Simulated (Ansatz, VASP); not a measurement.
# Ta2NF2 in two plane-wave programs, part 2 of 2

Wanted: the spread between two codes on one cell, functional and k mesh. The structure shown is the start of the Ansatz relaxation below; VASP solves that cell, so the two are compared at the walk's first step.

VASP 6.6.1 and Ansatz 0.2.0.

So far: Set-up; Ansatz: relaxation, PBE.

### Step 3. VASP: single point, PBE, start cell

Level of this step: PBE; plane waves and PAW (N, Ta_pv, F) (VASP).

The same cell, functional, mesh and smearing now go to VASP, with its own data sets.

Lines of VASP's logs that name or quote its potential files are left out, and so is its time.

INCAR

```
SYSTEM = Ta2NF2
PREC = Accurate
ENCUT = 520
EDIFF = 1E-06
NELM = 120
ISMEAR = 1
SIGMA = 0.15
LREAL = .FALSE.
ALGO = Normal
GGA = PE
NBANDS = 51
LASPH = .TRUE.
LORBIT = 11
LWAVE = .FALSE.
LCHARG = .FALSE.
ISIF = 2
LDIPOL = .TRUE.
IDIPOL = 3
DIPOL = 0.5 0.5 0.301
LVHAR = .TRUE.
GGA_COMPAT = .FALSE.
NELMDL = -8
KPAR = 2
```

POSCAR

```
Ta2NF2
1.0
    3.3026450000      0.0000000000      0.0000000000
    0.0000000000      5.7203480000      0.0000000000
    0.0000000000      0.0000000000     33.2000000000
N Ta F
2 4 4
Direct
    0.0000000000      0.9905724267      0.2947804819
    0.4999998486      0.5094275733      0.3076291566
    0.0000000000      0.3202628581      0.3312658133
    0.4999998486      0.8464037503      0.3308616265
    0.4999998486      0.1797371419      0.2711438253
    0.0000000000      0.6535962497      0.2715480120
    0.4999998486      0.1621259756      0.3735631928
    0.0000000000      0.6712074161      0.3688371687
    0.0000000000      0.3378740244      0.2288464458
    0.4999998486      0.8287927588      0.2335724699
```

KPOINTS

```
Automatic mesh
0
Gamma
12 6 1
0 0 0
```

PAW data sets: N, Ta_pv and F (PBE family, release 64).

Run with:

```console
$ mpirun -np 2 vasp_std
```

Numbers of over 12 decimals in the logs are rounded to 6 here.

What it wrote:

```text
[banner, memory and clock lines left out]
running    2 mpi-ranks, on    1 nodes
 distrk:  each k-point on    1 cores,    2 groups
 distr:  one band on    1 cores,    1 groups

 POSCAR found type information on POSCAR N TaF
 POSCAR found :  3 types and      10 ions
 LDA part: xc-table for (Slater+PW92), standard interpolation
 POSCAR, INCAR and KPOINTS ok, starting setup
 FFT: planning ... GRIDC
 FFT: planning ... GRID_SOFT
 FFT: planning ... GRID
 WAVECAR not read
 entering main loop
       N       E                     dE             d eps       ncg     rms          rms(c)
DAV:   1     0.785672430714E+03    0.78567E+03   -0.40099E+04  3568   0.128E+03
DAV:   2     0.602957688177E+01   -0.77964E+03   -0.76045E+03  3964   0.324E+02
DAV:   3    -0.937939032360E+02   -0.99823E+02   -0.98556E+02  3399   0.116E+02
DAV:   4    -0.971350470766E+02   -0.33411E+01   -0.32996E+01  3616   0.226E+01
DAV:   5    -0.972254733122E+02   -0.90426E-01   -0.90077E-01  3704   0.333E+00
DAV:   6    -0.972285794571E+02   -0.31061E-02   -0.31006E-02  3680   0.619E-01
DAV:   7    -0.972287257582E+02   -0.14630E-03   -0.14608E-03  3720   0.121E-01
DAV:   8    -0.972287331231E+02   -0.73650E-05   -0.73578E-05  3432   0.272E-02    0.415E+01
DAV:   9    -0.868751790792E+02    0.10354E+02   -0.59954E+01  3514   0.341E+01    0.186E+01
DAV:  10    -0.865785292362E+02    0.29665E+00   -0.46951E+00  3536   0.113E+01    0.836E+00
DAV:  11    -0.865397701497E+02    0.38759E-01   -0.10593E+00  3640   0.692E+00    0.149E+00
DAV:  12    -0.864803226297E+02    0.59448E-01   -0.40571E-01  3648   0.404E+00    0.699E-01
DAV:  13    -0.864709850893E+02    0.93375E-02   -0.60244E-02  3661   0.169E+00    0.327E-01
DAV:  14    -0.864695510227E+02    0.14341E-02   -0.10033E-02  3464   0.530E-01    0.158E-01
[...]
DAV:  22    -0.864700600247E+02   -0.11289E-03   -0.96020E-06  3120   0.138E-02    0.325E-03
DAV:  23    -0.864701386699E+02   -0.78645E-04   -0.14860E-06  2208   0.621E-03    0.234E-03
DAV:  24    -0.864702004322E+02   -0.61762E-04   -0.34097E-06  2306   0.380E-03    0.136E-03
DAV:  25    -0.864702166570E+02   -0.16225E-04   -0.69434E-07  2160   0.349E-03    0.658E-04
DAV:  26    -0.864702245590E+02   -0.79020E-05   -0.25947E-07  2101   0.174E-03    0.529E-04
DAV:  27    -0.864702274448E+02   -0.28858E-05   -0.12490E-07  2016   0.165E-03    0.353E-04
DAV:  28    -0.864702299023E+02   -0.24575E-05   -0.13313E-07  2130   0.762E-04    0.246E-04
DAV:  29    -0.864702302517E+02   -0.34941E-06   -0.18261E-08  2015   0.549E-04
   1 F= -.86470230E+02 E0= -.86470052E+02  d E =-.533925E-03
```

From OUTCAR (step 3):

```text
ion  position               nearest neighbor table
   1  0.000  0.991  0.295-   6 2.08   5 2.12   5 2.12   4 2.20   4 2.20   3 2.24
   2  0.500  0.509  0.308-   4 2.08   3 2.12   3 2.12   6 2.20   6 2.20   5 2.24
   3  0.000  0.320  0.331-   2 2.12   2 2.12   1 2.24   7 2.35   7 2.35   8 2.36   5 2.71   5 2.71
                             6 2.75   4 3.17   4 3.17   4 3.43   4 3.43
   4  0.500  0.846  0.331-   2 2.08   1 2.20   1 2.20   7 2.30   8 2.31   8 2.31   5 2.75   6 2.80
                             6 2.80   3 3.17   3 3.17   3 3.43   3 3.43
   5  0.500  0.180  0.271-   1 2.12   1 2.12   2 2.24   9 2.35   9 2.35  10 2.36   3 2.71   3 2.71
                             4 2.75   6 3.17   6 3.17   6 3.43   6 3.43
   6  0.000  0.654  0.272-   1 2.08   2 2.20   2 2.20   9 2.30  10 2.31  10 2.31   3 2.75   4 2.80
                             4 2.80   5 3.17   5 3.17   5 3.43   5 3.43
   7  0.500  0.162  0.374-   4 2.30   3 2.35   3 2.35
   8  0.000  0.671  0.369-   4 2.31   4 2.31   3 2.36
   9  0.000  0.338  0.229-   6 2.30   5 2.35   5 2.35
  10  0.500  0.829  0.234-   6 2.31   6 2.31   5 2.36

  LATTYP: Found a simple orthorhombic cell.
 ALAT       =     3.3026450000
 B/A-ratio  =     1.7320505231
 C/A-ratio  =    10.0525487904

 Subroutine GETGRP returns: Found  4 space group operations
 (whereof  2 operations were pure point group operations)

The static configuration has the point symmetry C_1h.
 The point group associated with its full space group is C_2h.

 Found     28 irreducible k-points:

   k-points           NKPTS =     28   k-points in BZ     NKDIM =     28   number of bands    NBANDS=     51

   dimension x,y,z NGX =    28 NGY =   48 NGZ =  250
   dimension x,y,z NGXF=    56 NGYF=   96 NGZF=  500

   ENCUT  =  520.0 eV  38.22 Ry    6.18 a.u.   6.14 10.64 61.73*2*pi/ulx,y,z

   NELECT =      82.0000    total number of electrons

 k-points in reciprocal lattice and weights: Automatic mesh
   0.00000000  0.00000000  0.00000000       0.014
   0.08333333  0.00000000  0.00000000       0.028
   0.16666667  0.00000000  0.00000000       0.028
   0.25000000  0.00000000  0.00000000       0.028
   0.33333333  0.00000000  0.00000000       0.028
   0.41666667  0.00000000  0.00000000       0.028
   0.50000000  0.00000000  0.00000000       0.014
   0.00000000  0.16666667  0.00000000       0.028
   0.08333333  0.16666667  0.00000000       0.056
[...]
0.41666667  0.50000000  0.00000000       0.028
   0.50000000  0.50000000  0.00000000       0.014

 dipolmoment           0.000000      0.000000     -0.000003 electrons x Angstroem

 average (electrostatic) potential at core
       1 -73.0079       2 -73.0078       3 -45.8934       4 -46.0047       5 -45.8934
       6 -46.0047       7 -84.0291       8 -84.1162       9 -84.0291      10 -84.1162

 E-fermi :  -1.7804

 k-point     1 :       0.0000    0.0000    0.0000
  band No.  band energies     occupation
    ...
     37      -5.4294      2.00000
     38      -4.0565      2.00000
     39      -4.0304      2.00000
     40      -2.4297      2.00000
     41      -2.0154      2.04920
     42      -1.6535     -0.00154
     43      -1.4873     -0.01852
     44      -0.9923     -0.00000
     45      -0.7518     -0.00000
     46      -0.0404     -0.00000
    ...

 k-point     2 :       0.0833    0.0000    0.0000
  band No.  band energies     occupation
    ...
     38      -4.1768      2.00000
     39      -3.9360      2.00000
     40      -2.3663      2.00000
     41      -2.1282      2.00501
     42      -1.7830      1.02949
     43      -1.5020     -0.02475
     44      -1.0855     -0.00000
     45      -0.4007     -0.00000
     46      -0.3091     -0.00000
     47       0.1382     -0.00000
    ...

 k-point     3 :       0.1667    0.0000    0.0000
  band No.  band energies     occupation
    ...
     38      -4.3333      2.00000
     39      -3.7362      2.00000
     40      -2.6001      2.00000
     41      -2.5871      2.00000
     42      -1.8145      1.37409
     43      -1.0958     -0.00000
     44      -1.0560     -0.00000
     45      -0.6650     -0.00000
     46       0.1491     -0.00000
     47       0.2372     -0.00000
    ...

  Total       -2.2194907     -0.8412236      2.1353973      0.0000000      0.6025859      0.0000000
  in kB       -5.6694571     -2.1488177      5.4546495      0.0000000      1.5392428      0.0000000
  external PRESSURE =      -0.7878751 kB  Pullay stress =       0.0000000 kB

  energy-cutoff  :      520.00
  volume of cell :      627.22
      direct lattice vectors                 reciprocal lattice vectors
     3.302645000  0.000000000  0.000000000     0.302787614  0.000000000  0.000000000
     0.000000000  5.720348000  0.000000000     0.000000000  0.174814539  0.000000000
     0.000000000  0.000000000 33.200000000     0.000000000  0.000000000  0.030120482

 POSITION                                       TOTAL-FORCE (eV/Angst)
 -----------------------------------------------------------------------------------
      0.00000      5.66642      9.78671         0.000000      0.111841      0.180110
      1.65132      2.91410     10.21329         0.000000     -0.111841     -0.180110
      0.00000      1.83201     10.99803         0.000000     -0.557447      0.771759
      1.65132      4.84172     10.98461         0.000000      0.641177      0.429454
      1.65132      1.02816      9.00197         0.000000      0.557447     -0.771759
      0.00000      3.73880      9.01539         0.000000     -0.641177     -0.429454
      1.65132      0.92742     12.40230         0.000000      0.006918     -0.032291
      0.00000      3.83954     12.24539         0.000000      0.103993      0.045931
      0.00000      1.93276      7.59770         0.000000     -0.006918      0.032291
      1.65132      4.74098      7.75461         0.000000     -0.103993     -0.045931
 -----------------------------------------------------------------------------------
    total drift:                                0.002316     -0.001618     -0.001452

  FREE ENERGIE OF THE ION-ELECTRON SYSTEM (eV)
  ---------------------------------------------------
  free  energy   TOTEN  =       -86.4702302517 eV

  energy  without entropy=      -86.4696963272  energy(sigma->0) =      -86.47005228

 vacuum level on the upper side and lower side of the slab         2.017         2.017

 total charge
# of ion       s       p       d       tot
------------------------------------------
    1        1.236   2.531   0.000   3.767
    2        1.236   2.531   0.000   3.767
    3        0.270   6.154   2.536   8.960
    4        0.258   6.158   2.518   8.934
    5        0.270   6.154   2.536   8.960
    6        0.258   6.158   2.518   8.934
    7        1.739   4.323   0.000   6.062
    8        1.737   4.335   0.000   6.072
    9        1.739   4.323   0.000   6.062
   10        1.737   4.335   0.000   6.072
--------------------------------------------------
tot         10.482  47.001  10.107  67.590

[... 3 further parts left out ...]
```

The run ends at a pressure of -0.08 GPa, with forces up to 0.95 eV/Å.

### Step 4. Comparison

Known differences besides the potentials themselves: Ansatz cuts the interaction across the vacuum, VASP repeats the sheet with a dipole correction; the data sets hold 90 valence electrons in Ansatz (on its default PAW (the set named soft_2) files) and 82 in VASP; the cutoff is 420 eV in Ansatz and 520 eV in VASP. Total energies have different zeros and are not compared.

Forces (eV/Å; atoms numbered as in POSCAR):

```tsv
atom	Ansatz x, y, z	VASP x, y, z
N1	0.000, 0.114, 0.175	0.000, 0.112, 0.180
N2	0.000, -0.114, -0.175	0.000, -0.112, -0.180
Ta3	0.000, -0.554, 0.730	0.000, -0.557, 0.772
Ta4	0.000, 0.632, 0.397	0.000, 0.641, 0.429
Ta5	0.000, 0.554, -0.730	0.000, 0.557, -0.772
Ta6	0.000, -0.632, -0.397	0.000, -0.641, -0.429
F7	0.000, 0.003, -0.052	0.000, 0.007, -0.032
F8	0.000, 0.108, 0.029	0.000, 0.104, 0.046
F9	0.000, -0.003, 0.052	0.000, -0.007, 0.032
F10	0.000, -0.108, -0.029	0.000, -0.104, -0.046
```

The forces differ by 16 meV/Å r.m.s., which is 4.8 % of the r.m.s. force of 0.323 eV/Å (both taken over all components). With vacuum in the cell, a pressure given here is an average over mostly empty space and none of the material.

### Step 5. Results

| Quantity | Value |
| --- | --- |
| r.m.s. force difference (single point, PBE, start cell) | 4.8 % of the r.m.s. force |

**Reading.** The r.m.s. force difference is 4.8 % of the r.m.s. force (single point, PBE, start cell), beyond the 3 % picked in this series as the mark of a large difference. The data sets hold unlike numbers of valence electrons (90 in Ansatz and 82 in VASP), so part of the differences comes from the potentials. What causes the difference of the single point, PBE, start cell pair stays open here. 1 further run of this series is not shown here. Such differences can come from data sets, numerical settings and the points named under the comparisons, not from the functional's error against experiment.

[Lines on the potential files, build, host, timing and source positions are cut from VASP's logs without a mark.]

[Logs are printed without paths, hosts, clocks, repeated set-up lines and the standing remarks that a program may print on its own settings, such as how far it seeks lower states.]

[Hosts, paths, dates, database ids (printed as entryN), source tags and the programs' standing remarks are cut or masked in the printed files.]
